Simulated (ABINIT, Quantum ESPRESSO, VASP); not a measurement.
**CaBr₂ (Pnnm, 6 atoms in the cell) computed with different codes at matched settings**

Self-consistent single point, at a second geometry (lattice scaled by 0.98). First geometry:

```
CaBr2
1.0
    6.65497     0.00000     0.00000
    0.00000     6.90553     0.00000
    0.00000     0.00000     4.36577
Ca Br
2 4
Direct
  0.00000   0.00000   0.00000
  0.50000   0.50000   0.50000
  0.27545   0.32747   0.00000
  0.72455   0.67253   0.00000
  0.77545   0.17253   0.50000
  0.22455   0.82747   0.50000
```

Shared settings, as Quantum ESPRESSO writes them: occupations = fixed; K_POINTS = automatic 2 2 3 0 0 0. Potentials and cutoffs stand in the table.

```
code                                                                                       model  ΔF from the first geometry (meV/atom)  pressure (GPa)  largest force (eV/Å)  gap on the mesh (eV)  cutoff
----------------  ------------------------------------------------------------------------------  -------------------------------------  --------------  --------------------  --------------------  ------
Quantum ESPRESSO                            PBEsol, GBRV 1.5 ultrasoft (PBESOL) pseudopotentials                                   -0.9            0.88                 0.042                 4.452   40 Ry
ABINIT            PBEsol, norm-conserving pseudopotentials (PseudoDojo nc-sr-04 PBEsol standard)                                   -1.1            0.86                 0.042                 4.459   68 Ry
VASP                                                  PBEsol, VASP's PBE PAW potentials (set 64)                                    0.8            0.96                 0.050                 4.453  300 eV
```

Gaps are read on the mesh.

The spread over the programs that give each value: ΔF from the first geometry within 1.9 meV/atom; pressure within 0.10 GPa; largest force within 0.008 eV/Å; gap on the mesh within 0.007 eV.

The shared mesh is coarse (it stands for a supercell whose shortest vector is 13 Å), so the values are not converged in it.

VASP's run is marked for a possible Pulay error in its stress at this cutoff; no cutoff test was made.

VASP ran the fixed occupations as a Gaussian smearing of 0.01 eV.

The starting cell comes from a database of computed structures (which also holds hypothetical and non-ambient phases and stackings), without a prior relaxation at this level. For this run, on top of that: lattice scaled by 0.98.

Left out of this page: Ansatz, CP2K, Elk, FLEUR and SIESTA (not drawn, or without a comparable value).
